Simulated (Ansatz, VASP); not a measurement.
## MnO2 in two plane-wave programs

Aim: how closely do two programs agree when they are given the same cell, functional and k mesh?

Program: Ansatz 0.2.0. Level of theory: plane waves, with VASP 6.6.1 beside it; single point at PBE. Results are calculated unless marked as measured.

In doubt: warnings of the run leave room for a lower electronic state, so energies may not be the lowest and differences between runs may mislead.

**1. Set-up**

Symmetry: P4_2/mnm, No. 136, tetragonal system. The conventional cell has a = 4.400 Å, b = 4.400 Å, c = 2.867 Å, α = 90.00°, β = 90.00°, γ = 90.00°. Nearest to Mn lie 6 O at 1.88 to 1.90 Å. O has 3 Mn at 1.88 to 1.90 Å nearest. Farther neighbours and most contacts between anions are not listed.

**2. Ansatz: single point, PBE**

Ansatz runs on its default PAW (the set named soft_2) files.

A single point gives forces, pressure and levels at one fixed geometry, so differences don't come from the geometry; what else differs is listed under the comparison.

Contents of input.yaml:

```yaml
crystal:
  lattice:
    - [4.4004184607, 0.0, 0.0]
    - [0.0, 4.4004184607, 0.0]
    - [0.0, 0.0, 2.86707794]
  atoms:
    - { symbol: Mn, position: [0.5, 0.5, 0.5], spin: 4.0 }
    - { symbol: Mn, position: [0.0, 0.0, 0.0], spin: 4.0 }
    - { symbol: O, position: [0.80491615, 0.19508385, 0.5] }
    - { symbol: O, position: [0.69508385, 0.69508385, 0.0] }
    - { symbol: O, position: [0.19508385, 0.80491615, 0.5] }
    - { symbol: O, position: [0.30491615, 0.30491615, 0.0] }
hamiltonian:
  xc: pbe
  pseudopotentials: { kind: paw }
magnetization:
  spin_polarized: true
kpoints:
  mp_grid: { grid: [6, 6, 9] }
scf:
  occupations: { method: fermi_dirac, width: 0.05 }
  n_extra_bands: 11
output:
  forces: true
  stress: true
  eigenvalues: true
```

Launch:

```console
$ ansatz run input.yaml --threads 4 --pin off --max-ram 9216MiB --backend cpu --events-out ev --progress --plain --runs-dir out
```

Numbers of over 12 decimals in the logs are rounded to 6 here.

The log of the run:

```text
scf.n_extra_bands = 11 over 27 filled bands (N_el = 54.0): the run solves 38 bands
Engine: ansatz 0.2.0, x86_64-unknown-linux-gnu
Pseudopotentials: kind: paw
Pseudopotential: Mn, paw, valence charge 15, recommended cutoff 420 eV (normal), Mn.paw.azcp
Pseudopotential: O, paw, valence charge 6, recommended cutoff 420 eV (normal), O.paw.azcp
Functional definition: PBE
  parameter kappa = 0.804
  parameter beta = 0.066725
  exchange = pbe_x(kappa = kappa, mu = beta*pi^2/3)
  correlation = pbe_c(beta = beta)
Crystal: 6 atoms, lattice volume = 55.517 Å³
Basis set: ecut = 420 eV, 1073 PW (Γ), exchange–correlation on 60×60×40 points (8 copies of the dense FFT grid, shifted against one another)
Bands: 38, of which v1, the nominal top of the filled ones, is band 27 counted from 1 (26 counted from 0)
Symmetry: 16 space group operations
Space group: P42/mnm (ITA 136), of the structure as read, at distance tolerance 3.8e-5 Å
Magnetic group: BNS 136.495 (UNI 1155), of the structure as read, at distance tolerance 3.8e-5 Å
k-points: 50 of 324
Non-local potential: Mn, projectors of the file, l = 0: 3, l = 1: 2, l = 2: 3, l = 3: 1
Non-local potential: O, projectors of the file, l = 0: 2, l = 1: 2, l = 2: 1
PAW form: soft (Blöchl's): semilocal exchange-correlation on the pseudo side does not see the compensation charge
PAW one-centre angular grid: Mn, 590 points (default); XC on 64 Gauss nodes
PAW one-centre angular grid: O, 110 points (default); XC on 64 Gauss nodes
Initial density: superposition of atomic densities (chi_scale 0.1, normalization cell, long waves kept (reshape's long-wave potential 0.00 eV rms))
Starting moments: Σ|m| = 8 μB on 2 of 6 sites
Initial wavefunctions: pseudopotential atomic-orbital guess
Functional: x = pbe(κ = 0.804, μ = 0.219515), c = pbe(β = 0.066725)
SCF iter   1: F=—  HF=-10067.249864 eV  |F-HF|=—  |Δ(HF+E_count)|=         —  Δρ=7.36e-2 (↑5.49e-2 ↓7.36e-2)  dr2=2.19e0  dr2_m=1.40e0  M=5.998 μB ∫|m|=6.331 μB  β_m=0.30  ethr=3.10e-3  ⟨swp⟩=5.5  Hψ=13149  notcnv=0
Mixer restart at iter 1: flushing history
preconditioner: auto → Kerker (q_TF=auto, 2.716 Å⁻¹)  [metal: Δε(μ)=0.014 eV  Ē_g=12.702 eV  σ=0.050 eV  W_gap=0.07  n_scr=18 (ndim 8)  ℏωp=30.7 eV  f_vac=0.000  D(μ)=2.01/eV (n_scr^D=10)]
spin=Collinear: Kerker preconditioning applied to the charge; magnetization (m = ρ↑ − ρ↓) channel mixes plain (no charge-response kernel on spin).
SCF iter   2: F=—  HF=-10067.249630 eV  |F-HF|=—  |Δ(HF+E_count)|=   2.34e-4  Δρ=5.24e-2 (↑4.42e-2 ↓5.24e-2)  dr2=1.03e0  dr2_m=8.59e-1  M=5.997 μB ∫|m|=6.281 μB  β_m=0.65  ethr=3.10e-3  ⟨swp⟩=2.0  Hψ=5354  notcnv=0  defer=323
SCF iter   3: F=—  HF=-10067.431442 eV  |F-HF|=—  |Δ(HF+E_count)|=   1.82e-1  Δρ=1.89e-2 (↑7.04e-3 ↓1.89e-2)  dr2=4.06e-1  dr2_m=2.45e-2  M=5.979 μB ∫|m|=6.152 μB  β_m=0.62  ethr=1.92e-3  ⟨swp⟩=2.2  Hψ=6745  notcnv=0  defer=323
SCF iter   4: F=—  HF=-10067.394834 eV  |F-HF|=—  |Δ(HF+E_count)|=   3.66e-2  Δρ=6.94e-3 (↑6.94e-3 ↓4.15e-3)  dr2=4.28e-2  dr2_m=4.26e-3  M=5.987 μB ∫|m|=6.127 μB  β_m=0.79  ethr=7.53e-4  ⟨swp⟩=2.7  Hψ=6240  notcnv=0  defer=336
SCF iter   5: F=—  HF=-10067.405652 eV  |F-HF|=—  |Δ(HF+E_count)|=         —  Δρ=2.38e-3 (↑2.38e-3 ↓2.19e-3)  dr2=9.50e-3  dr2_m=1.20e-4  M=5.991 μB ∫|m|=6.120 μB  β_m=0.79  ethr=7.93e-5  ⟨swp⟩=2.9  Hψ=6991  notcnv=0  defer=336
Mixer restart at iter 5: flushing history
SCF iter   6: F=—  HF=-10067.408922 eV  |F-HF|=—  |Δ(HF+E_count)|=   3.27e-3  Δρ=1.14e-3 (↑1.14e-3 ↓9.55e-4)  dr2=2.80e-3  dr2_m=9.42e-5  M=5.992 μB ∫|m|=6.122 μB  β_m=0.87  ethr=1.76e-5  ⟨swp⟩=2.6  Hψ=7068  notcnv=0  defer=336
SCF iter   7: F=—  HF=-10067.409699 eV  |F-HF|=—  |Δ(HF+E_count)|=   7.77e-4  Δρ=7.62e-4 (↑7.62e-4 ↓7.27e-4)  dr2=1.20e-3  dr2_m=5.85e-6  M=5.992 μB ∫|m|=6.120 μB  β_m=0.94  ethr=5.19e-6  ⟨swp⟩=2.6  Hψ=6461  notcnv=0  defer=336
SCF iter   8: F=—  HF=-10067.410118 eV  |F-HF|=—  |Δ(HF+E_count)|=   4.19e-4  Δρ=2.13e-4 (↑2.03e-4 ↓2.13e-4)  dr2=1.08e-4  dr2_m=4.23e-7  M=5.992 μB ∫|m|=6.121 μB  β_m=0.97  ethr=2.22e-6  ⟨swp⟩=2.4  Hψ=6900  notcnv=0  defer=336
SCF iter   9: F=—  HF=-10067.410133 eV  |F-HF|=—  |Δ(HF+E_count)|=   1.50e-5  Δρ=4.87e-5 (↑4.43e-5 ↓4.87e-5)  dr2=4.63e-6  dr2_m=2.39e-8  M=5.992 μB ∫|m|=6.121 μB  β_m=0.97  ethr=2.00e-7  ⟨swp⟩=2.1  Hψ=5231  notcnv=0  defer=336
SCF iter  10: F=—  HF=-10067.410231 eV  |F-HF|=—  |Δ(HF+E_count)|=   9.79e-5  Δρ=5.01e-5 (↑4.21e-5 ↓5.01e-5)  dr2=3.68e-6  dr2_m=4.02e-8  M=5.992 μB ∫|m|=6.121 μB  β_m=0.98  ethr=8.57e-9  ⟨swp⟩=2.0  Hψ=5702  notcnv=0  defer=336
SCF iter  11: F=—  HF=-10067.410231 eV  |F-HF|=—  |Δ(HF+E_count)|=   2.59e-7  Δρ=1.30e-5 (↑7.63e-6 ↓1.30e-5)  dr2=2.13e-7  dr2_m=8.56e-9  M=5.992 μB ∫|m|=6.121 μB  β_m=0.99  ethr=6.82e-9  ⟨swp⟩=2.4  Hψ=6106  notcnv=0  defer=336
SCF iter  12: F=—  HF=-10067.410231 eV  |F-HF|=—  |Δ(HF+E_count)|=   1.16e-7  Δρ=4.45e-6 (↑2.61e-6 ↓4.45e-6)  dr2=2.08e-8  dr2_m=5.22e-10  M=5.992 μB ∫|m|=6.121 μB  β_m=1.00  ethr=3.95e-10  ⟨swp⟩=2.0  Hψ=5437  notcnv=0  defer=336
SCF iter  13: F=-10067.410231 eV  HF=-10067.410231 eV  |F-HF|=1.53e-9  |Δ(HF+E_count)|=   8.76e-9  Δρ=1.27e-6 (↑6.95e-7 ↓1.27e-6)  dr2=1.92e-9  dr2_m=6.55e-11  M=5.992 μB ∫|m|=6.121 μB  ethr=3.86e-11  ⟨swp⟩=7.6  Hψ=14177  notcnv=0
SCF 1 converged in 13 iterations: F = -10067.410231 eV  dr2 = 1.92e-9
  greatest PAW one-centre occupation: 1.000 electrons in one spin orbital (limit 2), on the Mn atom at site 1 (counted from 0), in its partial waves of l = 0
WARN: an SCF from antiferromagnetic starting moments (-4.00, 4.00, 0.00, 0.00, 0.00, 0.00 Bohr magnetons, atom by atom) was not made, by what the run has read of turns of its moments that order reads lower: the deck asks for what bars it, or types moments that do (magnetization.spin_polarized, in the input reference, names some of the keys), or the run goes by scf.lower_state_search: light, the default, which as a rule tries one only behind a close that has lost an order of both signs, or on which an open d or half-filled 4f shell of a PAW file has lost a moment that was set nearer to Hund's than to what is left; [rest of the remark cut]
SCF converged after 13 iterations
Magnetization: 5.9920 μB (29.9960 up, 24.0040 down)
Absolute magnetization: 6.1375 μB (∫|ρ↑−ρ↓|, with the PAW one-centre terms)
Spin contamination: 0.0520 ħ² per cell (⟨S²⟩ above its minimum at these occupations)
Per-site moments (μB) at R_I (Å): [(2.370305, 0.774897), (2.370305, 0.774897), (0.104975, 0.774897), (0.104975, 0.774897), (0.104975, 0.774897), (0.104975, 0.774897)]
Free energy (F): -10067.410231 eV
Harris-Foulkes:  -10067.410231 eV  (|F-HF|=1.53e-9)
Internal energy: -10067.407038 eV  (E = F + TS)
E sigma→0 (E₀):  -10067.408635 eV
Entropy (-TS):   -0.003193 eV (-0.532 meV/atom)
Fermi energy:    11.031298 eV
--- Per-component energies (eV) ---
  E_band       = -581.748895
  E_kinetic    = 1300.554130
  E_local      = -5461.595864  (includes V_loc(G=0)·N_el)
  E_nonlocal   = 666.013991
  E_hartree    = 2149.146445
  E_xc         = -521.344366
  E_vxc        = -666.269253  (∫ρ·V_xc dr)
  E_paw        = -3221.318002  (= ΣΔE_a)
  E_vpaw       = -718.752380  (= ΣTr[D̂ρ^β])
  E_aug_tail   = 0.009828  (compensation charges beyond the density's cutoff)
  E_ewald      = -4978.873199
  E_smearing   = -0.003193  (= −TS)
  E_closure    = 0.000000  (closes the sum)
  Σ components = -10067.410231   (vs F -10067.410231, Δ=0.00e0)
--- Forces (eV/Å), atoms counted from 1 ---
  atom   1  Mn     0.00000000     0.00000000     0.00000000
  atom   2  Mn     0.00000000    -0.00000000     0.00000000
  atom   3  O     -0.00058071     0.00058071     0.00000000
  atom   4  O      0.00058071     0.00058071     0.00000000
  atom   5  O      0.00058071    -0.00058071     0.00000000
  atom   6  O     -0.00058071    -0.00058071     0.00000000
  max |Σ_I F_I| component: 2.39e-18 eV/Å
--- Stress (GPa, compression-positive) ---
        6.366103       0.000000       0.000000
        0.000000       6.366103       0.000000
        0.000000       0.000000       5.323526
  P = ⅓ Tr σ = 6.0186 GPa (60.186 kbar)
--- Band table (eV; the first three rows and the last of 100) ---
  k-point 0 ↑: bands = [... 23 lower, 8.3991, 8.5649, 9.2273, 9.6853, 9.6853, 10.2463, 10.8260, 10.8462, ... 7 higher]
  k-point 1 ↑: bands = [... 23 lower, 8.2839, 8.6684, 9.2663, 9.9236, 9.9236, 10.0847, 10.7679, 11.0944, ... 7 higher]
  k-point 2 ↑: bands = [... 23 lower, 8.2736, 8.6995, 9.2888, 9.7133, 10.3063, 10.3063, 10.5983, 11.5478, ... 7 higher]
  k-point 49 ↓: bands = [... 23 lower, 9.4245, 12.1270, 12.1270, 12.1355, 12.1355, 12.5349, 12.5349, 14.1161, ... 7 higher]
```

It took 5 s on 4 threads of Intel Xeon Platinum 8375C at 2.90GHz (Ice Lake), shared host; peak memory 0.54 GiB; 15 s of CPU time.

The run ends at a pressure of 6.02 GPa, with forces up to 8.2e-4 eV/Å.

**3. VASP: single point, PBE**

The same cell, functional, mesh and smearing now go to VASP, with its own data sets and cutoff.

Lines of VASP's logs that name or quote its potential files are left out, and so is its time.

Contents of INCAR:

```
SYSTEM = MnO2
PREC = Accurate
ENCUT = 520
EDIFF = 1E-06
NELM = 100
ISMEAR = -1
SIGMA = 0.05
LREAL = .FALSE.
ALGO = Normal
GGA = PE
NBANDS = 34
ISPIN = 2
MAGMOM = 4 4 0 0 0 0
LMAXMIX = 4
LORBIT = 11
LWAVE = .FALSE.
LCHARG = .FALSE.
KPAR = 2
ISIF = 2
```

Contents of POSCAR:

```
MnO2
1.0
    4.4004184607      0.0000000000      0.0000000000
    0.0000000000      4.4004184607      0.0000000000
    0.0000000000      0.0000000000      2.8670779400
Mn O
2 4
Direct
    0.5000000000      0.5000000000      0.5000000000
    0.0000000000      0.0000000000      0.0000000000
    0.8049161500      0.1950838500      0.5000000000
    0.6950838500      0.6950838500      0.0000000000
    0.1950838500      0.8049161500      0.5000000000
    0.3049161500      0.3049161500      0.0000000000
```

Contents of KPOINTS:

```
Automatic mesh
0
Gamma
6 6 9
0 0 0
```

Potentials, in the order of the species: Mn_pv and O (PBE family, release 64).

Launch:

```console
$ mpirun -np 2 vasp_std
```

The log of the run:

```text
[banner, memory and clock lines left out]
running    2 mpi-ranks, on    1 nodes
 distrk:  each k-point on    1 cores,    2 groups
 distr:  one band on    1 cores,    1 groups

 POSCAR found type information on POSCAR MnO
 POSCAR found :  2 types and       6 ions
 LDA part: xc-table for (Slater+PW92), standard interpolation
 POSCAR, INCAR and KPOINTS ok, starting setup
 FFT: planning ... GRIDC
 FFT: planning ... GRID_SOFT
 FFT: planning ... GRID
 WAVECAR not read
 entering main loop
       N       E                     dE             d eps       ncg     rms          rms(c)
DAV:   1     0.637165467313E+03    0.63717E+03   -0.28279E+04  6976   0.179E+03
DAV:   2    -0.350445321554E+01   -0.64067E+03   -0.58418E+03  7526   0.515E+02
DAV:   3    -0.627008978127E+02   -0.59196E+02   -0.58271E+02  7194   0.169E+02
DAV:   4    -0.638599191532E+02   -0.11590E+01   -0.11555E+01  7266   0.246E+01
DAV:   5    -0.638743947023E+02   -0.14476E-01   -0.14466E-01  7244   0.290E+00    0.454E+01
DAV:   6    -0.590116593069E+02    0.48627E+01   -0.11017E+02  7876   0.104E+02    0.547E+01
DAV:   7    -0.501311485716E+02    0.88805E+01   -0.66261E+01  7092   0.109E+02    0.219E+01
DAV:   8    -0.483649861318E+02    0.17662E+01   -0.71574E+00  7078   0.231E+01    0.106E+01
DAV:   9    -0.475372552603E+02    0.82773E+00   -0.16651E+00  8754   0.156E+01    0.357E+00
DAV:  10    -0.475498868368E+02   -0.12632E-01   -0.33277E-01  7134   0.395E+00    0.212E+00
DAV:  11    -0.475427137858E+02    0.71731E-02   -0.48326E-02  7138   0.226E+00    0.106E+00
DAV:  12    -0.475403595942E+02    0.23542E-02   -0.99108E-03  7214   0.119E+00    0.427E-01
DAV:  13    -0.475397146805E+02    0.64491E-03   -0.11396E-03  8250   0.375E-01    0.186E-01
DAV:  14    -0.475395149149E+02    0.19977E-03   -0.54754E-04  7116   0.267E-01    0.579E-02
DAV:  15    -0.475395168836E+02   -0.19687E-05   -0.13162E-04  7430   0.128E-01    0.296E-02
DAV:  16    -0.475395162905E+02    0.59311E-06   -0.23804E-05  6990   0.456E-02    0.223E-02
DAV:  17    -0.475395152506E+02    0.10399E-05   -0.26341E-06  4558   0.213E-02    0.750E-03
DAV:  18    -0.475395149662E+02    0.28434E-06   -0.18099E-06  4076   0.140E-02
   1 F= -.47539515E+02 E0= -.47535907E+02  d E =-.721642E-02  mag=     5.9891
```

(Continued in part 2 of 2.)

[Lines on the potential files, build, host, timing and source positions are cut from VASP's logs without a mark.]

[Logs are printed without paths, hosts, clocks, repeated set-up lines and the standing remarks that a program may print on its own settings, such as how far it seeks lower states.]

[Hosts, paths, dates, database ids (printed as entryN), source tags and the programs' standing remarks are cut or masked in the printed files.]
